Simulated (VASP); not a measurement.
Data:

```
GaAs
1.0
    0.00000     2.87087     2.87087
    2.87087     0.00000     2.87087
    2.87087     2.87087     0.00000
Ga As
1 1
Direct
  0.00000   0.00000   0.00000
  0.25000   0.25000   0.25000
```

Calculation: PBE GGA with spin-orbit coupling, VASP's PBE PAW potentials (set 64) (plane waves; VASP). Settings: 400 eV cut-off, 7×7×7 Γ-centred mesh, Gaussian smearing of 0.050 eV, potentials Ga_d As.

Q: Give the energies of bands 13 to 25 at the high-symmetry points, in eV from the valence-band maximum.

A: 
```tsv
band	Γ	X	U	L	W
13	-0.32	-6.72	-6.57	-6.50	-6.58
14	-0.32	-6.72	-6.52	-6.50	-6.52
15	0.00	-2.67	-3.77	-1.28	-3.50
16	0.00	-2.67	-3.71	-1.28	-3.38
17	0.00	-2.59	-2.23	-1.08	-3.25
18	0.00	-2.59	-2.23	-1.08	-3.22
19	0.07	1.44	1.87	0.77	4.20
20	0.07	1.44	1.88	0.77	4.37
21	3.48	1.57	4.39	4.46	4.59
22	3.48	1.57	4.45	4.46	4.61
23	3.67	9.65	7.58	4.55	5.10
24	3.67	9.66	7.58	4.55	5.20
25	3.67	9.70	7.75	7.59	5.91
```

The gap is direct, 0.07 eV, from the valence maximum at Γ to the conduction minimum at Γ.

Measured: gap 1.57 eV (computed value off by -1.50 eV), as given by Wei Chen et al., Physical Review Materials (2018), doi:10.1103/physrevmaterials.2.073803 [zero-point renormalisation of 0.05 eV added back (the table's ZPR column)].

The compound is GaAs in the zinc blende structure. It was relaxed first.
